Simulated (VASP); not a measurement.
Crystal: Cu2B.

```xyz
6
Lattice="0.0000 3.2835 3.2835 3.2835 0.0000 3.2835 3.2835 3.2835 0.0000" Properties=species:S:1:pos:R:3 pbc="T T T"
Cu    0.8209    0.8209    0.8209
Cu    0.8209    2.4626    2.4626
Cu    2.4626    2.4626    0.8209
Cu    2.4626    0.8209    2.4626
B     3.2835    3.2835    3.2835
B     4.9252    4.9252    4.9252
```

The cell was built by a generator and needn't be a form met in nature.

| Property | Result |
| --- | --- |
| Program | VASP 6.6.1 |
| Task | relaxation of cell and atoms |
| Functional | RPBE |
| Potentials or basis | VASP PAW PBE potentials, release 64 (Cu, B) |
| Cutoff | 600 eV |
| k mesh | 7 × 7 × 7 |
| Occupations | methfessel-paxton, width 0.1 eV |
| Spin | no spin polarisation |

At the start: pressure 4.3 GPa; volume 11.80 Å³/atom.

How do energy, volume and symmetry change on relaxing?

Over 15 steps the energy falls by 5.4 meV/atom and the volume is 12.21 Å³/atom (+3.5 %); space group Fd-3m (No. 227, to 0.05 Å).

The path:
| step | energy change (eV) | largest force (eV/Å) | pressure (GPa) | volume (Å³) |
| --- | --- | --- | --- | --- |
| 1 | 0.0000 | 0.0000 | 4.28 | 70.80 |
| 2 | -0.0300 | 0.0000 | -1.04 | 74.07 |
| 3 | -0.0323 | 0.0000 | -0.23 | 73.34 |
| 4 | -0.0322 | 0.0000 | 0.28 | 73.20 |
| 5 | -0.0322 | 0.0000 | 0.11 | 73.27 |
| 6 | -0.0322 | 0.0000 | -0.22 | 73.27 |
| 7 | -0.0322 | 0.0000 | 0.40 | 73.27 |
| 8 | -0.0322 | 0.0000 | 0.16 | 73.27 |
| 9 | -0.0322 | 0.0000 | 0.16 | 73.27 |
| 10 | -0.0322 | 0.0000 | 0.14 | 73.27 |
| 11 | -0.0322 | 0.0000 | 0.14 | 73.27 |
| 12 | -0.0322 | 0.0000 | 0.13 | 73.27 |
| 13 | -0.0322 | 0.0000 | 0.11 | 73.27 |
| 14 | -0.0322 | 0.0000 | 0.08 | 73.27 |
| 15 | -0.0322 | 0.0000 | 0.03 | 73.27 |

Final structure:
```
CELL_PARAMETERS angstrom
0.00000 3.32129 3.32129
3.32129 0.00000 3.32129
3.32129 3.32129 0.00000
ATOMIC_POSITIONS crystal
Cu 0.12500 0.12500 0.12500
Cu 0.62500 0.12500 0.12500
Cu 0.12500 0.12500 0.62500
Cu 0.12500 0.62500 0.12500
B 0.50000 0.50000 0.50000
B 0.75000 0.75000 0.75000
```

Caveat: the PAW data sets were made with another functional, which shifts forces and pressure a little.
